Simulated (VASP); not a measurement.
The system is SrSc3Zn.

```
Sr Sc Zn
1.0
     2.75048   -3.73900    0.00000
     2.75048    3.73900    0.00000
     0.00000    0.00000    5.61103
Sr Sc Zn
1 3 1
Cartesian
  0.0000 0.0000 0.0000
  1.3752 1.8695 2.8055
  1.3752 -1.8695 2.8055
  0.0000 0.0000 2.8055
  2.7505 0.0000 0.0000
```

The cell was built by a generator and needn't be a form met in nature.

The cell isn't the ideal one: random cell by space group and Wyckoff sites (Cmmm, No. 65).

```yaml
Program: VASP 6.6.1
Task: relaxation of cell and atoms
Functional: PBE
Potentials_or_basis: VASP PAW PBE potentials, release 64 (Sr_sv, Sc_sv, Zn)
Cutoff: 600 eV
k_mesh: 4 × 4 × 4
Occupations: gaussian, width 0.1 eV
Spin: no spin polarisation
```

At the start: pressure 15.0 GPa; volume 23.08 Å³/atom.

Problem. How do energy, volume and symmetry change on relaxing?

Solution. Over 12 steps the energy falls by 536.1 meV/atom and the volume is 32.05 Å³/atom (+38.9 %); space group Cmmm (No. 65, to 0.05 Å).

The path:
| step | energy change (eV) | largest force (eV/Å) | pressure (GPa) | volume (Å³) |
| --- | --- | --- | --- | --- |
| 1 | 0.0000 | 0.0000 | 15.02 | 115.41 |
| 2 | -2.5219 | 0.0000 | 1.37 | 154.44 |
| 3 | -2.5355 | 0.0000 | -1.14 | 172.54 |
| 4 | -2.5787 | 0.0000 | -0.15 | 164.44 |
| 5 | -2.5790 | 0.0000 | -0.03 | 163.37 |
| 6 | -2.6057 | 0.0000 | -0.04 | 163.17 |
| 7 | -2.6414 | 0.0000 | -0.01 | 162.58 |
| 8 | -2.6169 | 0.0000 | 0.29 | 160.74 |
| 9 | -2.6484 | 0.0000 | 0.04 | 162.12 |
| 10 | -2.6710 | 0.0000 | -0.12 | 162.20 |
| 11 | -2.6791 | 0.0000 | -0.22 | 162.16 |
| 12 | -2.6805 | 0.0000 | 0.00 | 160.27 |

Final structure:
```xyz
5
Lattice="3.6802 -3.7194 0.0000 3.6802 3.7194 0.0000 0.0000 0.0000 5.8546" Properties=species:S:1:pos:R:3 pbc="T T T"
Sr    3.6802    3.7194    0.0000
Sc    1.8401    1.8597    2.9273
Sc    1.8401   -1.8597    2.9273
Sc    0.0000    0.0000    2.9273
Zn    3.6802    0.0000    0.0000
```

Caveat: the volume moved by over 15 % at a fixed basis, so the end points are rough.
